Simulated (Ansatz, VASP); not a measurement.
# BP in two plane-wave programs, part 3 of 3

Wanted: the spread between two codes on one cell, functional and k mesh. The cell is taken from a series of runs on this material, whose earlier steps may have relaxed, scaled, displaced or heated it; both programs get it as it stands.

VASP 6.6.1 and Ansatz 0.2.0.

So far: Starting point; Ansatz: zone-centre phonons, PBE, pair 1; VASP: zone-centre phonons, PBE, pair 1; Differences.

### Step 5. VASP: zone-centre phonons, PBE, pair 2

Level of this step: PBE; plane waves and PAW (B, P) (VASP).

Second derivatives magnify differences that forces hide, and they need a tight electronic threshold. The cell compared in this pair holds 21.64 Å³, against 21.17 Å³ for the pair before.

File INCAR:

```
SYSTEM = BP
PREC = Accurate
ENCUT = 500
EDIFF = 1E-08
NELM = 120
ISMEAR = 0
SIGMA = 0.01
LREAL = .FALSE.
ALGO = Normal
GGA = PE
NBANDS = 10
LORBIT = 11
LWAVE = .FALSE.
LCHARG = .FALSE.
ISIF = 2
IBRION = 8
LEPSILON = .TRUE.
LASPH = .TRUE.
GGA_COMPAT = .FALSE.
EFERMI = MIDGAP
KPAR = 2
```

File POSCAR:

```
BP
1.0
    0.0000000000      2.2117695522      2.2117695522
    2.2117695522      0.0000000000      2.2117695522
    2.2117695522      2.2117695522      0.0000000000
B P
1 1
Direct
    0.0000000000      0.0000000000      0.0000000000
    0.7500000000      0.7500000000      0.7500000000
```

File KPOINTS:

```
Automatic mesh
0
Gamma
12 12 12
0 0 0
```

PAW data sets: B and P (PBE family, release 64).

On the command line:

```sh
> mpirun -np 2 vasp_std
```

Numbers of over 12 decimals in the logs are rounded to 6 here.

Log:

```text
[... set-up lines as in an earlier step ...]
 entering main loop
       N       E                     dE             d eps       ncg     rms          rms(c)
DAV:   1     0.938523231432E+01    0.93852E+01   -0.39938E+03  1440   0.708E+02
DAV:   2    -0.131734651317E+02   -0.22559E+02   -0.21498E+02  2004   0.111E+02
DAV:   3    -0.137256687298E+02   -0.55220E+00   -0.55114E+00  1770   0.161E+01
DAV:   4    -0.137276694767E+02   -0.20007E-02   -0.20006E-02  1754   0.114E+00
[...]
DAV:  14    -0.128459392592E+02   -0.57121E-07   -0.26823E-08  1544   0.976E-04    0.149E-04
DAV:  15    -0.128459392471E+02    0.12131E-07   -0.16963E-09   806   0.280E-04    0.726E-04
DAV:  16    -0.128459392471E+02   -0.37858E-10   -0.39590E-10   762   0.111E-04
   1 F= -.12845939E+02 E0= -.12845939E+02  d E =0.000000E+00
 Linear response reoptimize wavefunctions to high precision
DAV:   1    -0.128459392469E+02    0.16587E-09   -0.39044E-11   862   0.378E-05
DAV:   2    -0.128459392470E+02   -0.14779E-10   -0.18091E-12   754   0.101E-05
 Linear response G [H, r] |phi>, progress :
  Direction:   1
[...]
RMM:  12    -0.441606105362E-01    0.18179E-09    0.29613E-08  5910   0.197E-06    0.811E-08
 first order change of Fermi-energy   0.26860E+01
 force on displaced ion       1 direction 1 : -22.173   0.000   0.000
 Born effective charge ion    1 direction 1 :  -0.751   0.000   0.000
 Linear response progress:
  Degree of freedom:   2/  2
       N       E                     dE             d eps       ncg     rms          rms(c)
RMM:   1    -0.434434760792E-01   -0.43443E-01   -0.14356E-03 13007   0.142E+00
RMM:   2    -0.404944411602E-01    0.29490E-02   -0.15992E-03  8674   0.218E-01    0.153E-01
RMM:   3    -0.404755723975E-01    0.18869E-04   -0.67139E-06  9171   0.385E-02    0.878E-02
RMM:   4    -0.407964144716E-01   -0.32084E-03    0.75236E-05  9055   0.407E-02    0.926E-03
[...]
RMM:  11    -0.407589310521E-01    0.97539E-08   -0.21793E-07  8968   0.420E-06    0.382E-07
RMM:  12    -0.407589284276E-01    0.26245E-08   -0.19178E-07  5854   0.193E-06    0.177E-07
RMM:  13    -0.407589289849E-01   -0.55733E-09   -0.19110E-07  3486   0.197E-06    0.109E-08
 first order change of Fermi-energy  -0.26857E+01
 force on displaced ion       2 direction 1 : -22.171  -0.000  -0.000
 Born effective charge ion    2 direction 1 :   0.747   0.000   0.000
 Born effective charges drift removed
 Linear response finished
```

From OUTCAR (step 5):

```text
  Total        2.0988958      2.0988958      2.0988958      0.0000000      0.0000000     -0.0000000
  in kB      155.4002947    155.4002947    155.4002947      0.0000000      0.0000000     -0.0000000
  external PRESSURE =     155.4002947 kB  Pullay stress =       0.0000000 kB

 POSITION                                       TOTAL-FORCE (eV/Angst)
 -----------------------------------------------------------------------------------
      0.00000      0.00000      0.00000        -0.000000     -0.000000     -0.000000
      3.31765      3.31765      3.31765         0.000000      0.000000      0.000000
 -----------------------------------------------------------------------------------
    total drift:                                0.000000      0.000000     -0.000000

 MACROSCOPIC STATIC DIELECTRIC TENSOR (including local field effects in DFT)
 ------------------------------------------------------
           9.198358    -0.000000     0.000000
           0.000000     9.198358     0.000000
          -0.000000    -0.000000     9.198358
 ------------------------------------------------------

 MACROSCOPIC STATIC DIELECTRIC TENSOR IONIC CONTRIBUTION
 ------------------------------------------------------
           0.210665     0.000000    -0.000000
           0.000000     0.210665    -0.000000
          -0.000000    -0.000000     0.210665
 ------------------------------------------------------

[... 1 part as in an earlier step ...]

[... 1 further part left out ...]
```

### Step 6. Ansatz: zone-centre phonons, PBE, pair 2

The same cell, functional and mesh now go to Ansatz, which takes its cutoff from its data sets.

The cell is taken from a series of runs on this material, whose earlier steps may have relaxed, scaled, displaced or heated it; both programs get it as it stands.

File input.yaml:

```yaml
crystal:
  lattice:
    - [0.0, 2.2117695522, 2.2117695522]
    - [2.2117695522, 0.0, 2.2117695522]
    - [2.2117695522, 2.2117695522, 0.0]
  atoms:
    - { symbol: B, position: [0.0, 0.0, 0.0] }
    - { symbol: P, position: [0.75, 0.75, 0.75] }
kpoints:
  mp_grid: { grid: [12, 12, 12] }
hamiltonian:
  xc: pbe
  pseudopotentials: { kind: paw, azcp: { folder: soft_1 } }
scf:
  occupations: { method: fixed }
output:
  eigenvalues: true
phonons:
  method: dfpt
  dielectric: true
  rigid_motions: translations
```

On the command line:

```sh
> ansatz run input.yaml --threads 4 --pin off --max-ram 10240MiB --backend cpu --events-out ev --progress --plain --runs-dir out
```

Log:

```text
[...]
Crystal: 2 atoms, lattice volume = 21.640 Å³
Basis set: ecut = 420 eV, 411 PW (Γ), exchange–correlation on 48×48×48 points (8 copies of the dense FFT grid, shifted against one another)
Bands: 8, of which v1, the nominal top of the filled ones, is band 4 counted from 1 (3 counted from 0)
Symmetry: 24 space group operations
k-points: 280 of 1728 (irreducible under 4 space group operations, time reversal used)
[...]
optical modes at Γ + LO–TO along q̂ = [1.0000, 0.0000, 0.0000]:
      ω (cm⁻¹)  modes    IR ((D/Å)²/amu)
[...]
optical modes at Γ + LO–TO along q̂ = [0.0000, 1.0000, 0.0000]:
      ω (cm⁻¹)  modes    IR ((D/Å)²/amu)
        868.74      2             3.3958
        879.21      1             1.6979
  optical modes at Γ + LO–TO along q̂ = [0.0000, 0.0000, 1.0000]:
      ω (cm⁻¹)  modes    IR ((D/Å)²/amu)
        868.74      2             3.3958
        879.21      1             1.6979
[key lines of the parts left out:]
SCF converged after 8 iterations
Free energy (F): -912.361284 eV
Fermi energy:    10.316734 eV
```

### Step 7. Comparison

Compared:

```csv
quantity,Ansatz,VASP,difference
ε∞ xx,9.14,9.20,-0.65 %
ε∞ yy,9.14,9.20,-0.65 %
ε∞ zz,9.14,9.20,-0.65 %
Born charge of B1 (mean of the diagonal) (e),-0.77,-0.75,-0.02
Born charge of P2 (mean of the diagonal) (e),0.77,0.75,+0.02
optical mode 1 to 3 (cm⁻¹),868.7,867.4,+0.16 %
```

Modes are paired by rising frequency, not by their patterns, so a pair may set unlike modes beside each other; they are those without the splitting of longitudinal modes.

### Step 8. Ansatz: zone-centre phonons, PBE, pair 3

Second derivatives magnify differences that forces hide, and they need a tight electronic threshold. The cell compared in this pair holds 22.11 Å³, against 21.64 Å³ for the pair before.

The cell is taken from a series of runs on this material, whose earlier steps may have relaxed, scaled, displaced or heated it; both programs get it as it stands.

input.yaml, the sections that differ from step 6:

```yaml
crystal:
  lattice:
    - [0.0, 2.2276821104, 2.2276821104]
    - [2.2276821104, 0.0, 2.2276821104]
    - [2.2276821104, 2.2276821104, 0.0]
  atoms:
    - { symbol: B, position: [0.0, 0.0, 0.0] }
    - { symbol: P, position: [0.75, 0.75, 0.75] }
# kpoints, hamiltonian, scf, output, phonons: as in step 6
```

Log:

```text
[...]
Crystal: 2 atoms, lattice volume = 22.110 Å³
Basis set: ecut = 420 eV, 411 PW (Γ), exchange–correlation on 48×48×48 points (8 copies of the dense FFT grid, shifted against one another)
Bands: 8, of which v1, the nominal top of the filled ones, is band 4 counted from 1 (3 counted from 0)
Symmetry: 24 space group operations
k-points: 280 of 1728 (irreducible under 4 space group operations, time reversal used)
[...]
optical modes at Γ + LO–TO along q̂ = [1.0000, 0.0000, 0.0000]:
      ω (cm⁻¹)  modes    IR ((D/Å)²/amu)
[...]
optical modes at Γ + LO–TO along q̂ = [0.0000, 1.0000, 0.0000]:
      ω (cm⁻¹)  modes    IR ((D/Å)²/amu)
        850.50      2             2.7927
        859.12      1             1.3963
  optical modes at Γ + LO–TO along q̂ = [0.0000, 0.0000, 1.0000]:
      ω (cm⁻¹)  modes    IR ((D/Å)²/amu)
        850.50      2             2.7927
        859.12      1             1.3963
[key lines of the parts left out:]
SCF converged after 8 iterations
Free energy (F): -912.400979 eV
Fermi energy:    10.009952 eV
```

### Step 9. VASP: zone-centre phonons, PBE, pair 3

The same cell, functional and mesh now go to VASP, with its own data sets.

INCAR is that of step 5.

File POSCAR:

```
BP
1.0
    0.0000000000      2.2276821104      2.2276821104
    2.2276821104      0.0000000000      2.2276821104
    2.2276821104      2.2276821104      0.0000000000
B P
1 1
Direct
    0.0000000000      0.0000000000      0.0000000000
    0.7500000000      0.7500000000      0.7500000000
```

KPOINTS is that of step 5.

On the command line:

```sh
> mpirun -np 2 vasp_std
```

Log:

```text
[... set-up lines as in an earlier step ...]
 entering main loop
       N       E                     dE             d eps       ncg     rms          rms(c)
DAV:   1     0.920269444880E+01    0.92027E+01   -0.40008E+03  1440   0.703E+02
DAV:   2    -0.131972154648E+02   -0.22400E+02   -0.21212E+02  2030   0.112E+02
DAV:   3    -0.137136548076E+02   -0.51644E+00   -0.51542E+00  1736   0.159E+01
DAV:   4    -0.137155560962E+02   -0.19013E-02   -0.19011E-02  1754   0.112E+00
[...]
DAV:  10    -0.128849907845E+02   -0.18972E-03   -0.27370E-04  1692   0.109E-01    0.307E-02
DAV:  11    -0.128849991055E+02   -0.83211E-05   -0.90665E-06  1850   0.216E-02    0.338E-02
DAV:  13    -0.128849999776E+02    0.79333E-07   -0.81721E-08  1814   0.205E-03    0.518E-03
   1 F= -.12885000E+02 E0= -.12885000E+02  d E =0.000000E+00
 Linear response reoptimize wavefunctions to high precision
 Linear response G [H, r] |phi>, progress :
  Direction:   1
       N       E                     dE             d eps       ncg     rms
RMM:   1    -0.440869456169E+02   -0.44087E+02   -0.90038E+01  3614   0.443E+01
[...]
RMM:  12    -0.435650143651E-01   -0.13331E-09    0.25898E-09  5846   0.113E-06    0.690E-08
 first order change of Fermi-energy   0.26584E+01
 force on displaced ion       1 direction 1 : -21.252  -0.000  -0.000
 Born effective charge ion    1 direction 1 :  -0.679   0.000   0.000
 Linear response progress:
  Degree of freedom:   2/  2
       N       E                     dE             d eps       ncg     rms          rms(c)
RMM:   1    -0.434615100357E-01   -0.43462E-01    0.30174E-04 12996   0.142E+00
RMM:   2    -0.406095994646E-01    0.28519E-02   -0.18001E-03  8673   0.219E-01    0.151E-01
RMM:   3    -0.405621476753E-01    0.47452E-04   -0.25908E-05  9199   0.380E-02    0.867E-02
RMM:   4    -0.408642646399E-01   -0.30212E-03    0.70257E-05  9060   0.399E-02    0.906E-03
[...]
RMM:   9    -0.408268162549E-01    0.61018E-07    0.11477E-07  9705   0.432E-05    0.167E-05
RMM:  10    -0.408268481462E-01   -0.31891E-07   -0.22744E-09 10040   0.103E-05    0.114E-05
RMM:  11    -0.408268459280E-01    0.22181E-08   -0.24981E-08  9041   0.381E-06    0.357E-07
 first order change of Fermi-energy  -0.26582E+01
 force on displaced ion       2 direction 1 : -21.248  -0.000  -0.000
 Born effective charge ion    2 direction 1 :   0.676   0.000   0.000
 Born effective charges drift removed
 Linear response finished
```

Parts of OUTCAR (step 9):

```text
  Total        1.5207442      1.5207442      1.5207442     -0.0000000      0.0000000     -0.0000000
  in kB      110.1988585    110.1988585    110.1988585     -0.0000000      0.0000000     -0.0000000
  external PRESSURE =     110.1988585 kB  Pullay stress =       0.0000000 kB

 POSITION                                       TOTAL-FORCE (eV/Angst)
 -----------------------------------------------------------------------------------
      0.00000      0.00000      0.00000         0.000000     -0.000000      0.000000
      3.34152      3.34152      3.34152        -0.000000      0.000000     -0.000000
 -----------------------------------------------------------------------------------
    total drift:                                0.000000      0.000000     -0.000000

 MACROSCOPIC STATIC DIELECTRIC TENSOR (including local field effects in DFT)
 ------------------------------------------------------
           9.197646    -0.000000     0.000000
          -0.000000     9.197646     0.000000
          -0.000000     0.000000     9.197646
 ------------------------------------------------------

 MACROSCOPIC STATIC DIELECTRIC TENSOR IONIC CONTRIBUTION
 ------------------------------------------------------
           0.176027     0.000000     0.000000
           0.000000     0.176027    -0.000000
           0.000000    -0.000000     0.176027
 ------------------------------------------------------

[... 1 part as in an earlier step ...]

[... 1 further part left out ...]
```

### Step 10. Comparison

Compared:

```csv
quantity,Ansatz,VASP,difference
ε∞ xx,9.14,9.20,-0.64 %
ε∞ yy,9.14,9.20,-0.64 %
ε∞ zz,9.14,9.20,-0.64 %
Born charge of B1 (mean of the diagonal) (e),-0.70,-0.68,-0.02
Born charge of P2 (mean of the diagonal) (e),0.70,0.68,+0.02
optical mode 1 to 3 (cm⁻¹),850.5,849.2,+0.16 %
```

Modes are paired by rising frequency, not by their patterns, so a pair may set unlike modes beside each other; they are those without the splitting of longitudinal modes.

### Step 11. Summary of results

| Property | Result |
| --- | --- |
| r.m.s. difference of the optical zone-centre modes, each program's sorted by frequency (zone-centre phonons, PBE, pair 1) | 1.3 cm⁻¹ |
| difference in ε∞ xx (zone-centre phonons, PBE, pair 1) | -0.7 % |
| r.m.s. difference of the optical zone-centre modes, each program's sorted by frequency (zone-centre phonons, PBE, pair 2) | 1.3 cm⁻¹ |
| difference in ε∞ xx (zone-centre phonons, PBE, pair 2) | -0.7 % |
| r.m.s. difference of the optical zone-centre modes, each program's sorted by frequency (zone-centre phonons, PBE, pair 3) | 1.3 cm⁻¹ |
| difference in ε∞ xx (zone-centre phonons, PBE, pair 3) | -0.6 % |

What this shows: The r.m.s. difference of the optical zone-centre modes, each program's sorted by frequency is 1.3 cm⁻¹ (zone-centre phonons, PBE, pair 1). Among the rows given in per cent, the largest difference of the zone-centre phonons, PBE, pair 1 pair is in ε∞ xx, -0.7 %. Among the rows given in per cent, the largest difference of the zone-centre phonons, PBE, pair 2 pair is in ε∞ xx, -0.7 %. Among the rows given in per cent, the largest difference of the zone-centre phonons, PBE, pair 3 pair is in ε∞ xx, -0.6 %. 4 further runs of this series are not shown here. How closely two codes agree says nothing of how well the functional describes the real material.

[Lines on the potential files, build, host, timing and source positions are cut from VASP's logs without a mark.]

[Logs are printed without paths, hosts, clocks, repeated set-up lines and the standing remarks that a program may print on its own settings, such as how far it seeks lower states.]

[Hosts, paths, dates, database ids (printed as entryN), source tags and the programs' standing remarks are cut or masked in the printed files.]
